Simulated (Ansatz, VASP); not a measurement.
## Cross-check of ZrB2 between VASP and Ansatz

Aim: how closely do two programs agree when they are given the same cell, functional and k mesh? The cell is taken from a series of runs on this material, whose earlier steps may have relaxed, scaled, displaced or heated it; both programs get it as it stands.

Method: plane waves, with VASP 6.6.1 beside it; zone-centre phonons at PBE with D3(BJ), in Ansatz 0.2.0.

**1. Set-up**

The structure is hexagonal, space group P6/mmm (No. 191). Conventional cell: a = 3.145 Å, b = 3.145 Å, c = 3.508 Å, α = 90.00°, β = 90.00°, γ = 120.00°. Nearest to Zr lie 12 B at 2.52 Å. B has 3 B at 1.82 Å and 6 Zr at 2.52 Å nearest. Farther neighbours are not listed.

**2. VASP: zone-centre phonons, PBE with D3(BJ)**

Second derivatives magnify differences that forces hide, and they need a tight electronic threshold.

Lines of VASP's logs that name or quote its potential files are left out, and so is its time.

File INCAR:

```
SYSTEM = ZrB2
PREC = Accurate
ENCUT = 500
EDIFF = 1E-08
NELM = 120
ISMEAR = 1
SIGMA = 0.2
LREAL = .FALSE.
ALGO = Normal
GGA = PE
IVDW = 12
NBANDS = 15
LASPH = .TRUE.
LORBIT = 11
LWAVE = .FALSE.
LCHARG = .FALSE.
ISIF = 2
IBRION = 6
NFREE = 2
POTIM = 0.015
NSW = 1
GGA_COMPAT = .FALSE.
KPAR = 2
```

File POSCAR:

```
ZrB2
1.0
    3.1451207323      0.0000000000      0.0000000000
   -1.5725603661      2.7237544522      0.0000000000
    0.0000000000      0.0000000000      3.5084985296
Zr B
1 2
Direct
    0.0000000000      0.0000000000      0.0000000000
    0.3333333333      0.6666666667      0.5000000000
    0.6666666667      0.3333333333      0.5000000000
```

File KPOINTS:

```
Automatic mesh
0
Gamma
18 18 14
0 0 0
```

PAW data sets: Zr_sv and B (PBE family, release 64).

Started as:

```sh
$ mpirun -np 2 vasp_std
```

Numbers of over 12 decimals in the logs are rounded to 6 here.

What it wrote:

```text
[banner, memory and clock lines left out]
running    2 mpi-ranks, on    1 nodes
 distrk:  each k-point on    1 cores,    2 groups
 distr:  one band on    1 cores,    1 groups

 POSCAR found type information on POSCAR ZrB
 POSCAR found :  2 types and       3 ions
 LDA part: xc-table for (Slater+PW92), standard interpolation
 POSCAR, INCAR and KPOINTS ok, starting setup
 FFT: planning ... GRIDC
 FFT: planning ... GRID_SOFT
 FFT: planning ... GRID
 WAVECAR not read
 entering main loop
       N       E                     dE             d eps       ncg     rms          rms(c)
DAV:   1     0.102585878090E+03    0.10259E+03   -0.95965E+03  8880   0.117E+03
DAV:   2    -0.233591703029E+02   -0.12595E+03   -0.12131E+03 11113   0.301E+02
DAV:   3    -0.276088606129E+02   -0.42497E+01   -0.42295E+01 14230   0.478E+01
DAV:   4    -0.276767559624E+02   -0.67895E-01   -0.67886E-01 10065   0.573E+00
DAV:   5    -0.276789025178E+02   -0.21466E-02   -0.21465E-02 13892   0.653E-01    0.226E+01
DAV:   6    -0.250009534809E+02    0.26779E+01   -0.63142E+00 11094   0.175E+01    0.919E+00
DAV:   7    -0.249610306948E+02    0.39923E-01   -0.73450E-01 13062   0.544E+00    0.330E+00
DAV:   8    -0.249645030768E+02   -0.34724E-02   -0.10219E-01 10766   0.276E+00    0.524E-01
DAV:   9    -0.249603314850E+02    0.41716E-02   -0.21153E-02 11310   0.113E+00    0.196E-01
DAV:  10    -0.249600829956E+02    0.24849E-03   -0.12981E-03 10507   0.343E-01    0.426E-02
DAV:  11    -0.249600898450E+02   -0.68493E-05   -0.66083E-05 12508   0.776E-02    0.120E-02
DAV:  12    -0.249600882142E+02    0.16308E-05   -0.33853E-06 11315   0.130E-02    0.445E-03
DAV:  13    -0.249600882346E+02   -0.20432E-07   -0.35592E-07 12902   0.527E-03    0.204E-03
DAV:  14    -0.249600881756E+02    0.59009E-07   -0.22574E-08  8850   0.166E-03    0.394E-04
DAV:  15    -0.249600881515E+02    0.24101E-07   -0.58041E-09  5441   0.650E-04    0.780E-05
DAV:  16    -0.249600881485E+02    0.30400E-08   -0.12553E-09  4916   0.279E-04
   1 F= -.26157456E+02 E0= -.26157266E+02  d E =-.568553E-03
[... from here on, the cycles between the ionic steps are left out ...]
   2 F= -.26155893E+02 E0= -.26155703E+02  d E =-.568547E-03
   3 F= -.26155893E+02 E0= -.26155703E+02  d E =-.568551E-03
   4 F= -.26155710E+02 E0= -.26155522E+02  d E =-.565707E-03
   5 F= -.26155710E+02 E0= -.26155522E+02  d E =-.565711E-03
   6 F= -.26155654E+02 E0= -.26155476E+02  d E =-.533660E-03
   7 F= -.26155654E+02 E0= -.26155476E+02  d E =-.533687E-03
   8 F= -.26156305E+02 E0= -.26156120E+02  d E =-.554804E-03
 Finite differences progress:
  Degree of freedom:   4/  4
  Displacement:        1/  2
  Total:               7/  8
 bond charge predicted
       N       E                     dE             d eps       ncg     rms          rms(c)
DAV:   1    -0.249604098454E+02   -0.14737E-02   -0.63492E-01 13768   0.449E+00    0.177E-01
DAV:   2    -0.249592479488E+02    0.11619E-02   -0.55583E-03 18024   0.539E-01    0.860E-02
DAV:   3    -0.249589349015E+02    0.31305E-03   -0.80983E-04 17961   0.181E-01    0.193E-02
DAV:   4    -0.249589356320E+02   -0.73057E-06   -0.78925E-05 16848   0.701E-02    0.709E-03
DAV:   5    -0.249589360739E+02   -0.44187E-06   -0.12860E-06 18332   0.897E-03    0.301E-03
DAV:   6    -0.249589361219E+02   -0.48039E-07   -0.12800E-07 16820   0.338E-03    0.299E-04
DAV:   7    -0.249589361206E+02    0.13706E-08   -0.39392E-09 11035   0.640E-04
   9 F= -.26156305E+02 E0= -.26156120E+02  d E =-.554806E-03
 Finite differences progress:
  Degree of freedom:   4/  4
  Displacement:        2/  2
  Total:               8/  8
```

Parts of OUTCAR (step 2):

```text
ion  position               nearest neighbor table
   1  0.000  0.000  0.000-   2 2.52   3 2.52   2 2.52   3 2.52   3 2.52   3 2.52   2 2.52   2 2.52
                             3 2.52   3 2.52   2 2.52   2 2.52
   2  0.333  0.667  0.500-   3 1.82   3 1.82   3 1.82   1 2.52   1 2.52   1 2.52   1 2.52   1 2.52
                             1 2.52
   3  0.667  0.333  0.500-   2 1.82   2 1.82   2 1.82   1 2.52   1 2.52   1 2.52   1 2.52   1 2.52
                             1 2.52

  LATTYP: Found a hexagonal cell.
 ALAT       =     3.1451207323
 C/A-ratio  =     1.1155369947

 Subroutine GETGRP returns: Found 24 space group operations
 (whereof 24 operations were pure point group operations)

The static configuration has the point symmetry D_6h.

 Found    296 irreducible k-points:

   k-points           NKPTS =    296   k-points in BZ     NKDIM =    296   number of bands    NBANDS=     15

   dimension x,y,z NGX =    24 NGY =   24 NGZ =   28
   dimension x,y,z NGXF=    48 NGYF=   48 NGZF=   56

   ENCUT  =  500.0 eV  36.75 Ry    6.06 a.u.   5.73  5.73  6.40*2*pi/ulx,y,z

   NELECT =      18.0000    total number of electrons

 k-points in reciprocal lattice and weights: Automatic mesh
   0.00000000  0.00000000  0.00000000       0.000
   0.05555556  0.00000000  0.00000000       0.001
   0.11111111  0.00000000  0.00000000       0.001
   0.16666667  0.00000000  0.00000000       0.001
   0.22222222  0.00000000  0.00000000       0.001
   0.27777778  0.00000000  0.00000000       0.001
   0.33333333  0.00000000  0.00000000       0.001
   0.38888889  0.00000000  0.00000000       0.001
   0.44444444  0.00000000  0.00000000       0.001
[...]
0.33333333  0.27777778  0.50000000       0.003
   0.33333333  0.33333333  0.50000000       0.000

 Edisp (eV)   -1.19737

 average (electrostatic) potential at core
       1 -72.4698       2 -21.7250       3 -21.7249

 E-fermi :  10.8459

 k-point     1 :       0.0000    0.0000    0.0000
  band No.  band energies     occupation
    ...
      5      -2.0589      2.00000
      6       8.1092      2.00000
      7       8.1092      2.00000
      8       8.1368      2.00000
      9       8.4410      2.00000
     10      14.2845     -0.00000
     11      14.2845     -0.00000
     12      15.0656      0.00000
     13      15.0656      0.00000
     14      15.8037      0.00000
    ...

 k-point     2 :       0.0556    0.0000    0.0000
  band No.  band energies     occupation
    ...
      5      -1.9953      2.00000
      6       7.9202      2.00000
      7       8.1126      2.00000
      8       8.1954      2.00000
      9       8.3710      2.00000
     10      14.2429     -0.00000
     11      14.3900     -0.00000
     12      14.5976     -0.00000
     13      14.7510     -0.00000
     14      16.0917      0.00000
    ...

 k-point     3 :       0.1111    0.0000    0.0000
  band No.  band energies     occupation
    ...
      5      -1.8080      2.00000
      6       7.4194      2.00000
      7       8.1148      2.00000
      8       8.1545      2.00000
      9       8.3832      2.00000
     10      13.8685     -0.00000
     11      14.1259     -0.00000
     12      14.3752     -0.00000
     13      14.6513     -0.00000
     14      16.8014      0.00000
    ...

 Edisp (eV)   -1.19737

  Total       0.03396     0.03396     0.04593     0.00000     0.00000     0.00000
  in kB       1.81042     1.81042     2.44840     0.00000     0.00000     0.00000
  external pressure =        2.02 kB  Pullay stress =        0.00 kB

  energy-cutoff  :      500.00
  volume of cell :       30.06
      direct lattice vectors                 reciprocal lattice vectors
     3.145120732  0.000000000  0.000000000     0.317952818  0.183570145  0.000000000
    -1.572560366  2.723754452  0.000000000     0.000000000  0.367140290  0.000000000
     0.000000000  0.000000000  3.508498530     0.000000000  0.000000000  0.285022209

 POSITION                                       TOTAL-FORCE (eV/Angst)
 -----------------------------------------------------------------------------------
      0.00000      0.00000      0.00000         0.000000      0.000000     -0.116299
     -0.00000      1.81584      1.73925        -0.000000      0.000000      0.153426
      1.57256      0.90792      1.75425         0.000000     -0.000000     -0.037127
 -----------------------------------------------------------------------------------
    total drift:                                0.000000     -0.000000     -0.000009

  FREE ENERGIE OF THE ION-ELECTRON SYSTEM (eV)
  ---------------------------------------------------
  free  energy   TOTEN  =       -26.1563051647 eV

  energy  without entropy=      -26.1557503591  energy(sigma->0) =      -26.15612023

 Eigenvectors and eigenvalues of the dynamical matrix
 ----------------------------------------------------

   1 f  =   23.814938 THz   149.633668 2PiTHz  794.380820 cm-1    98.490625 meV
             X         Y         Z           dx          dy          dz
      0.000000  0.000000  0.000000     0.000000    0.000000   -0.000000
     -0.000000  1.815836  1.754249    -0.243239   -0.663954   -0.000000
      1.572560  0.907918  1.754249     0.243239    0.663954   -0.000000

   2 f  =   23.814938 THz   149.633668 2PiTHz  794.380820 cm-1    98.490625 meV
             X         Y         Z           dx          dy          dz
      0.000000  0.000000  0.000000    -0.000000   -0.000000   -0.000000
     -0.000000  1.815836  1.754249    -0.663954    0.243239    0.000000
      1.572560  0.907918  1.754249     0.663954   -0.243239   -0.000000

   3 f  =   16.945884 THz   106.474126 2PiTHz  565.253831 cm-1    70.082511 meV
             X         Y         Z           dx          dy          dz
      0.000000  0.000000  0.000000     0.000000   -0.000000    0.000000
     -0.000000  1.815836  1.754249    -0.000000    0.000000   -0.707107
      1.572560  0.907918  1.754249    -0.000000    0.000000    0.707107

   4 f  =   14.727569 THz    92.536047 2PiTHz  491.258830 cm-1    60.908305 meV
             X         Y         Z           dx          dy          dz
      0.000000  0.000000  0.000000     0.000000   -0.000000    0.437859
     -0.000000  1.815836  1.754249    -0.000000    0.000000   -0.635720
      1.572560  0.907918  1.754249    -0.000000    0.000000   -0.635720

   5 f  =   13.937885 THz    87.574314 2PiTHz  464.917801 cm-1    57.642435 meV
             X         Y         Z           dx          dy          dz
      0.000000  0.000000  0.000000    -0.150590   -0.411052   -0.000000
     -0.000000  1.815836  1.754249     0.218696    0.596952    0.000000
      1.572560  0.907918  1.754249     0.218696    0.596952    0.000000

   6 f  =   13.937885 THz    87.574314 2PiTHz  464.917801 cm-1    57.642435 meV
             X         Y         Z           dx          dy          dz
      0.000000  0.000000  0.000000     0.411052   -0.150590   -0.000000
     -0.000000  1.815836  1.754249    -0.596952    0.218696    0.000000
      1.572560  0.907918  1.754249    -0.596952    0.218696    0.000000

   7 f/i=    0.000613 THz     0.003849 2PiTHz    0.020432 cm-1     0.002533 meV
             X         Y         Z           dx          dy          dz
      0.000000  0.000000  0.000000     0.487206   -0.755639   -0.000000
     -0.000000  1.815836  1.754249     0.167741   -0.260160   -0.000000
      1.572560  0.907918  1.754249     0.167741   -0.260160   -0.000000

   8 f/i=    0.000613 THz     0.003849 2PiTHz    0.020432 cm-1     0.002533 meV
             X         Y         Z           dx          dy          dz
      0.000000  0.000000  0.000000    -0.755639   -0.487206   -0.000000
     -0.000000  1.815836  1.754249    -0.260160   -0.167741   -0.000000
      1.572560  0.907918  1.754249    -0.260160   -0.167741   -0.000000

   9 f/i=    0.002140 THz     0.013448 2PiTHz    0.071394 cm-1     0.008852 meV
             X         Y         Z           dx          dy          dz
      0.000000  0.000000  0.000000     0.000000   -0.000000    0.899044
     -0.000000  1.815836  1.754249     0.000000   -0.000000    0.309613
      1.572560  0.907918  1.754249     0.000000   -0.000000    0.309613

 ELASTIC MODULI CONTR FROM IONIC RELAXATION (kBar)
 Direction    XX          YY          ZZ          XY          YZ          ZX
 --------------------------------------------------------------------------------
 XX          -7.2404      7.2404     -0.0000     -0.0000      0.0000      0.0000
 YY           7.2404     -7.2404     -0.0000     -0.0000      0.0000      0.0000
 ZZ          -0.0000     -0.0000     -0.0000     -0.0000      0.0000      0.0000
 XY          -0.0000     -0.0000     -0.0000     -7.2404      0.0000      0.0000
 YZ           0.0000      0.0000      0.0000      0.0000      0.0000      0.0000
 ZX           0.0000      0.0000      0.0000      0.0000      0.0000      0.0000
 --------------------------------------------------------------------------------

 total charge
# of ion       s       p       d       tot
------------------------------------------
    1        2.172   6.036   1.802  10.010
    2        0.671   1.262   0.000   1.933
    3        0.671   1.262   0.000   1.933
--------------------------------------------------
tot          3.514   8.560   1.802  13.875

[... 3 further parts left out ...]
```

CONTCAR:

```
ZrB2
   1.00000000000000
     3.1451207323000001    0.0000000000000000    0.0000000000000000
    -1.5725603661000001    2.7237544522000001    0.0000000000000000
     0.0000000000000000    0.0000000000000000    3.5084985296000002
  Zr              B
     1     2
Direct
     0.0000000000000000    0.0000000000000000    0.0000000000000000
     0.3333333332999971    0.6666666667000030    0.4957246668700442
     0.6666666667000030    0.3333333332999970    0.5000000000000000
```

The last energy, forces, stress and levels in OUTCAR belong to the last displaced cell, not to the cell of POSCAR. Dispersion corrections of this kind ignore metallic screening and tend to overbind metals.

Levels, forces or a CONTCAR printed for this step are those of its last displaced cell, not of the structure at rest.

[end of part 1 of 2]

[Lines on the potential files, build, host, timing and source positions are cut from VASP's logs without a mark.]

[Logs are printed without paths, hosts, clocks, repeated set-up lines and the standing remarks that a program may print on its own settings, such as how far it seeks lower states.]

[Hosts, paths, dates, database ids (printed as entryN), source tags and the programs' standing remarks are cut or masked in the printed files.]
